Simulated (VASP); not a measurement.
Input:

```
CELL_PARAMETERS angstrom
      0.00000     3.23000     3.23000
      3.23000     0.00000     3.23000
      3.23000     3.23000     0.00000
ATOMIC_POSITIONS crystal
  Te 0.50000 0.50000 0.50000
  Pb 0.00000 0.00000 0.00000
```

Computed with PBE GGA, VASP's PBE PAW potentials (set 64) (plane waves; VASP). Numerical set-up: PREC = Normal, 500 eV cut-off, 6×6×6 Γ-centred mesh, Gaussian smearing of 0.010 eV, potentials Te_GW Pb_d_GW.

Unless said otherwise, spin-orbit coupling is left out, though it shifts the bands of the heavy elements here.

### Question
Estimate the energy per atom (σ→0), pressure, band gap (on the k-mesh) with the smallest direct gap where there is one.

### Answer

- band gap (on the k-mesh): 0.73 eV
- smallest direct gap (on the k-mesh): 0.73 eV
- energy per atom (σ→0): -3.750 eV/atom
- pressure: 2.07 GPa

The compound is PbTe in the rock salt structure. The cell was not relaxed at this level.
